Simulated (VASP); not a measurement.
# Relaxed cell of AlFe: a test of cutoff and mesh, part 2 of 2

Aim: test the relaxed volume of AlFe against cutoff and mesh. The starting structure is a measured crystal structure from the Crystallography Open Database. The first relaxation on each setting starts from this cell expanded by 3 % in volume.

VASP 6.6.1.

Results so far: reference 11.53 Å³ an atom; a cutoff of 270 eV 11.46 Å³ an atom; an 8×8×8 mesh 11.54 Å³ an atom.

### Step 5. Relaxation with a cutoff of 600 eV

Level of this step: PBEsol, spin-polarised from a ferromagnetic start (one magnetic atom a cell); plane waves and PAW (Fe, Al) (VASP).

Against step 2 the input has ENCUT = 600. This run starts from the cell of an earlier relaxation, which isn't shown; the restart sets up the plane waves anew.

INCAR reads:

```
SYSTEM = AlFe
PREC = Accurate
ENCUT = 600
EDIFF = 1E-06
NELM = 100
ISMEAR = 1
SIGMA = 0.15
LREAL = .FALSE.
ALGO = Normal
GGA = PS
NBANDS = 12
ISPIN = 2
MAGMOM = 3 0
LMAXMIX = 4
LORBIT = 11
LWAVE = .FALSE.
LCHARG = .FALSE.
KPAR = 4
IBRION = 2
NSW = 50
ISIF = 3
EDIFFG = -0.006
```

POSCAR reads:

```
AlFe
1.0
    2.8458925939      0.0000000000      0.0000000000
    0.0000000000      2.8458925939      0.0000000000
    0.0000000000      0.0000000000      2.8458925939
Fe Al
1 1
Direct
    0.5000000000      0.5000000000      0.5000000000
    0.0000000000      0.0000000000      0.0000000000
```

KPOINTS reads:

```
Automatic mesh
0
Gamma
16 16 16
0 0 0
```

PAW data sets: Fe and Al (PBE family, release 64).

Command:

```console
$ mpirun -np 4 vasp_std
```

The log of the run:

```text
[... set-up lines as in an earlier step ...]
 entering main loop
       N       E                     dE             d eps       ncg     rms          rms(c)
DAV:   1     0.360103041457E+02    0.36010E+02   -0.52773E+03  7984   0.107E+03
DAV:   2    -0.136959775693E+02   -0.49706E+02   -0.45912E+02  8112   0.178E+02
DAV:   3    -0.152887190211E+02   -0.15927E+01   -0.15581E+01  9696   0.377E+01
DAV:   4    -0.153135502118E+02   -0.24831E-01   -0.24816E-01  8952   0.406E+00
[...]
DAV:  12    -0.137277435100E+02   -0.29506E-05   -0.36619E-05  9648   0.666E-02    0.414E-02
DAV:  13    -0.137277288290E+02    0.14681E-04   -0.68983E-06  9028   0.342E-02    0.128E-02
DAV:  14    -0.137277278794E+02    0.94964E-06   -0.44561E-07  4556   0.620E-03
   1 F= -.13727728E+02 E0= -.13728013E+02  d E =-.137277E+02  mag=     0.6804
[...]
reached required accuracy - stopping structural energy minimisation
```

It took 25 s on 4 MPI ranks of AMD EPYC 7R43, shared host; peak memory 0.74 GiB.

From OUTCAR (step 5):

```text
  Total        0.0061907      0.0061907      0.0061907     -0.0000000      0.0000000     -0.0000000
  in kB        0.4303225      0.4303225      0.4303225     -0.0000000      0.0000000     -0.0000000
  external PRESSURE =       0.4303225 kB  Pullay stress =       0.0000000 kB

 POSITION                                       TOTAL-FORCE (eV/Angst)
 -----------------------------------------------------------------------------------
      1.42295      1.42295      1.42295         0.000000      0.000000      0.000000
      0.00000      0.00000      0.00000         0.000000      0.000000      0.000000
 -----------------------------------------------------------------------------------
    total drift:                                0.000000     -0.000000     -0.000000

  FREE ENERGIE OF THE ION-ELECTRON SYSTEM (eV)
  ---------------------------------------------------
  free  energy   TOTEN  =       -13.7277278794 eV

  energy  without entropy=      -13.7285838101  energy(sigma->0) =      -13.72801319

 magnetization (x)
# of ion       s       p       d       tot
------------------------------------------
    1       -0.000   0.007   0.706   0.713
    2       -0.007  -0.015   0.000  -0.022
--------------------------------------------------
tot         -0.007  -0.007   0.706   0.692

[... 2 parts as in an earlier step ...]

[... 2 further parts left out ...]
[key lines of the parts left out:]
E-fermi :   8.2081
```

With a cutoff of 600 eV the cell ends at 11.525 Å³ an atom, -0.01 % from the reference.

### Step 6. Relaxation with a 22×22×22 mesh

Against step 2 the input has a 22×22×22 mesh. This run starts from the cell of an earlier relaxation, which isn't shown; the restart sets up the plane waves anew.

Changes to INCAR since step 5:

```diff
@@ -2,3 +2,3 @@
 PREC = Accurate
-ENCUT = 600
+ENCUT = 450
 EDIFF = 1E-06
```

POSCAR reads:

```
AlFe
1.0
    2.8461003637      0.0000000000      0.0000000000
    0.0000000000      2.8461003637      0.0000000000
    0.0000000000      0.0000000000      2.8461003637
Fe Al
1 1
Direct
    0.5000000000      0.5000000000      0.5000000000
    0.0000000000      0.0000000000      0.0000000000
```

KPOINTS reads:

```
Automatic mesh
0
Gamma
22 22 22
0 0 0
```

Command:

```console
$ mpirun -np 4 vasp_std
```

The log of the run:

```text
[... set-up lines as in an earlier step ...]
 entering main loop
       N       E                     dE             d eps       ncg     rms          rms(c)
DAV:   1     0.288373177534E+02    0.28837E+02   -0.43650E+03 17832   0.842E+02
DAV:   2    -0.140710403406E+02   -0.42908E+02   -0.39228E+02 17828   0.156E+02
DAV:   3    -0.152962243072E+02   -0.12252E+01   -0.12043E+01 21416   0.321E+01
DAV:   4    -0.153142722721E+02   -0.18048E-01   -0.18037E-01 19500   0.344E+00
[...]
DAV:  12    -0.137270571942E+02   -0.20443E-05   -0.46203E-05 22792   0.717E-02    0.507E-02
DAV:  13    -0.137270448636E+02    0.12331E-04   -0.74043E-06 20048   0.360E-02    0.111E-02
DAV:  14    -0.137270445588E+02    0.30487E-06   -0.88907E-07 10060   0.804E-03
   1 F= -.13727045E+02 E0= -.13727268E+02  d E =-.137270E+02  mag=     0.6852
[...]
reached required accuracy - stopping structural energy minimisation
```

Wall time 31 s (4 MPI ranks); peak memory 0.82 GiB.

Parts of OUTCAR (step 6):

```text
  Total       -0.0038075     -0.0038075     -0.0038075     -0.0000000     -0.0000000     -0.0000000
  in kB       -0.2646055     -0.2646055     -0.2646055     -0.0000000     -0.0000000     -0.0000000
  external PRESSURE =      -0.2646055 kB  Pullay stress =       0.0000000 kB

 POSITION                                       TOTAL-FORCE (eV/Angst)
 -----------------------------------------------------------------------------------
      1.42305      1.42305      1.42305         0.000000      0.000000      0.000000
      0.00000      0.00000      0.00000         0.000000      0.000000      0.000000
 -----------------------------------------------------------------------------------
    total drift:                               -0.000000      0.000000      0.000000

  FREE ENERGIE OF THE ION-ELECTRON SYSTEM (eV)
  ---------------------------------------------------
  free  energy   TOTEN  =       -13.7270445588 eV

  energy  without entropy=      -13.7277135720  energy(sigma->0) =      -13.72726756

 magnetization (x)
# of ion       s       p       d       tot
------------------------------------------
    1       -0.001   0.007   0.712   0.719
    2       -0.007  -0.015   0.000  -0.022
--------------------------------------------------
tot         -0.008  -0.007   0.712   0.697

[... 1 part as in an earlier step ...]

[... 3 further parts left out ...]
[key lines of the parts left out:]
E-fermi :   8.2018
```

With a 22×22×22 mesh the cell ends at 11.527 Å³ an atom, +0.01 % from the reference.

### Step 7. The runs compared

```csv
run,volume (Å³/atom),change (%),pressure left (GPa),core minutes
reference,11.526,-,-0.03,4.73
a cutoff of 270 eV,11.455,-0.61,-0.01,3.03
an 8×8×8 mesh,11.544,0.16,-0.06,1.47
a cutoff of 600 eV,11.525,-0.01,0.04,7.47
a 22×22×22 mesh,11.527,0.01,-0.03,9.73
```

Core minutes are wall time times ranks, summed over the relaxations behind a row (those for a bulk modulus apart), on shared hosts.

### Step 8. Results

| Property | Result |
| --- | --- |
| volume of the reference | 11.53 Å³/atom |
| volume against the reference, a cutoff of 270 eV | -0.61 % |
| volume against the reference, an 8×8×8 mesh | +0.16 % |
| volume against the reference, a cutoff of 600 eV | -0.01 % |
| volume against the reference, a 22×22×22 mesh | +0.01 % |

The volume moves most with a cutoff of 270 eV: -0.61 % against the reference (450 eV, 16×16×16 mesh). On finer settings it changes by -0.01 % with a cutoff of 600 eV and +0.01 % with a 22×22×22 mesh. The relaxations stop with up to 0.06 GPa left, which at a bulk modulus of 50 GPa, to name a scale, is 0.13 % of the volume. That understates it: a restart alone still moved the volume by up to 0.5 %. A cell that shrinks at the lower cutoff is the usual mark of Pulay stress, the error that a plane-wave basis makes when it is kept while the volume changes. Further runs on this material are not shown.

[Lines on the potential files, build, host, timing and source positions are cut from VASP's logs without a mark.]

[Logs are printed without paths, hosts, clocks, repeated set-up lines and the standing remarks that a program may print on its own settings, such as how far it seeks lower states.]

[Hosts, paths, dates, database ids (printed as entryN), source tags and the programs' standing remarks are cut or masked in the printed files.]
